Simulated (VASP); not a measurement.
# Lattice constant a of bcc metals: LDA against PBE

VASP (plane waves, PAW); cells keep the symmetry of their structure type. Static lattice, each level at its own minimum.

Here x stands for PBE a and y for LDA less PBE.

| solid | PBE a (Å) | LDA less PBE (Å) | cut-off (eV) |
|---|---|---|---|
| Mo | 3.162 | ? | 520 |
| W | 3.185 | -0.044 | 520 |
| Nb | 3.310 | -0.063 | 520 |
| Ta | 3.318 | -0.062 | 520 |
| Li | 3.438 | -0.075 | 520 |
| Na | 4.199 | -0.147 | 520 |
| Ba | 5.035 | -0.263 | 520 |
| K | 5.287 | -0.241 | 520 |
| Rb | 5.667 | -0.283 | 520 |

Fit y of the 8 rows that show it with a straight line. With u = x - 4.2, the rows have u = -1.0150, -0.8900, -0.8820, -0.7620, -0.0010, 0.8350, 1.0870, 1.4670. Means: u -0.020125, y -0.1472. About the means, the sum of products is -0.70773 and the sum of squares of u is 7.2085; the slope is their ratio. Least squares gives y = -0.1492 - 0.09818·u. Residuals (row less fit): 0.0055, -0.0012, 0.0006, -0.0006, 0.0021, -0.0318, 0.0149, 0.0102; standard error 0.0151 (degrees of freedom: 6). The slope is -0.0982 with a standard error of 0.0056.

Task: What does the fit predict for y at x = 3.162, and how far is the calculated value from it?

Result: u = -1.0380, so y = -0.1492 - 0.09818 × (-1.0380) = -0.0473 Å. The calculation gives -0.047 Å, which the fit meets to the printed digits. The row lies outside the fitted rows, so this is an extrapolation. From the scatter of the fitted rows alone, a prediction at this place has a standard error of 0.0171 Å, so the miss is 0.0 times that.

The rows are a random draw from the solids of this series computed here; series whose standard error about the line passes 12 to 30 % of the range of y, or with no trend, aren't shown in this form.
